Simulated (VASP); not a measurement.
Output of a VASP run:

OSZICAR:
```
       N       E                     dE             d eps       ncg     rms          rms(c)
DAV:   1     0.289891366631E+03    0.28989E+03   -0.14526E+04 16768   0.121E+03
DAV:   2    -0.921414588356E+01   -0.29911E+03   -0.29641E+03 17072   0.393E+02
DAV:   3    -0.464036039532E+02   -0.37189E+02   -0.36831E+02 29744   0.115E+02
DAV:   4    -0.487108060476E+02   -0.23072E+01   -0.23009E+01 21992   0.267E+01
DAV:   5    -0.488459498915E+02   -0.13514E+00   -0.13508E+00 26256   0.583E+00    0.183E+01
DAV:   6    -0.459326742591E+02    0.29133E+01   -0.53106E+01 23600   0.499E+01    0.800E+00
DAV:   7    -0.450094964539E+02    0.92318E+00   -0.14743E+01 22592   0.257E+01    0.539E+00
DAV:   8    -0.448883813546E+02    0.12112E+00   -0.12040E+00 22848   0.764E+00    0.878E-01
DAV:   9    -0.448831852433E+02    0.51961E-02   -0.69530E-02 22680   0.203E+00    0.527E-01
DAV:  10    -0.448832690019E+02   -0.83759E-04   -0.81908E-03 23496   0.689E-01    0.161E-01
DAV:  11    -0.448831780559E+02    0.90946E-04   -0.14268E-03 23112   0.243E-01    0.227E-02
DAV:  12    -0.448831741366E+02    0.39192E-05   -0.14692E-04 23352   0.813E-02    0.117E-02
DAV:  13    -0.448831719276E+02    0.22090E-05   -0.20550E-05 23024   0.349E-02    0.238E-03
DAV:  14    -0.448831719312E+02   -0.35989E-08   -0.43484E-07 15568   0.495E-03
   1 F= -.44883172E+02 E0= -.44879096E+02  d E =-.815212E-02
```

File OUTCAR:
```
------------------------ aborting loop because EDIFF is reached ----------------------------------------
  FORCE on cell =-STRESS in cart. coord.  units (eV):
  Direction    XX          YY          ZZ          XY          YZ          ZX
  --------------------------------------------------------------------------------------
  Total       -4.1341060     -3.6594438     -4.0393236      0.0000000      0.0000000      0.0000000
  in kB      -76.7259897    -67.9166067    -74.9668983      0.0000000      0.0000000      0.0000000
  external PRESSURE =     -73.2031649 kB  Pullay stress =       0.0000000 kB
  volume of cell :       86.33
      direct lattice vectors                 reciprocal lattice vectors
     1.773754000 -6.792400000  0.000000000     0.281888018 -0.073611684  0.000000000
     1.773754000  6.792400000  0.000000000     0.281888018  0.073611684  0.000000000
     0.000000000  0.000000000  3.582639000     0.000000000  0.000000000  0.279123853
 POSITION                                       TOTAL-FORCE (eV/Angst)
 -----------------------------------------------------------------------------------
      1.77375     -5.39154      2.68698         0.000000      0.077189     -0.000000
      1.77375      5.39154      0.89566         0.000000     -0.077189      0.000000
      1.77375     -0.79131      2.68698         0.000000     -0.052543      0.000000
      1.77375      0.79131      0.89566         0.000000      0.052543      0.000000
      1.77375      3.40041      2.68698         0.000000     -0.008550      0.000000
      1.77375     -3.40041      0.89566         0.000000      0.008550      0.000000
 -----------------------------------------------------------------------------------
    total drift:                               -0.000000     -0.000000     -0.000000
  FREE ENERGIE OF THE ION-ELECTRON SYSTEM (eV)
  ---------------------------------------------------
  free  energy   TOTEN  =       -44.8831719312 eV

  energy  without entropy=      -44.8750198156  energy(sigma->0) =      -44.87909587
```
(Selected blocks of OUTCAR.)

### POSCAR
```
TiSi2
1
    1.7737540000    -6.7924000000     0.0000000000
    1.7737540000     6.7924000000     0.0000000000
    0.0000000000     0.0000000000     3.5826390000
Ti Si
2 4
Direct
  0.8968800000   0.1031200000   0.7500000000
  0.1031200000   0.8968800000   0.2500000000
  0.5582500000   0.4417500000   0.7500000000
  0.4417500000   0.5582500000   0.2500000000
  0.2496900000   0.7503100000   0.7500000000
  0.7503100000   0.2496900000   0.2500000000
```

Write an INCAR and KPOINTS that could have produced this output.

This is not unique; one that fits is the input of the run itself, LDA (Ceperley-Alder, Perdew-Zunger), plane waves, VASP's LDA PAW potentials (set 64).

### KPOINTS
```
K-points
0
Gamma
  13 13 12
0 0 0
```

INCAR:
```
# general
SYSTEM   =  TiSi2
PREC     =  Accurate
ENCUT    =  300
LREAL    =  .FALSE.
LASPH    =  .TRUE.

# electronic loop
EDIFF    =  1E-6
NELM     =  100
ALGO     =  Normal
LMAXMIX  =  4

# smearing
ISMEAR   =  0
SIGMA    =  0.1

# ions
ISIF     =  2

# output
LWAVE    =  .FALSE.
LCHARG   =  .FALSE.
```

POTCAR, in this order: Ti_sv Si (LDA.64 set). Program: vasp_std.

At this cut-off the stress carries a Pulay error, which pulls relaxed volumes low.

The structure comes from a computed database's TiSi2 entry; how it stands against other phases isn't given here. The cell was not relaxed at this level. The run is one of a series of settings (KPOINTS 13×13×12 Γ-centred mesh against the base run), some of them coarse on purpose.
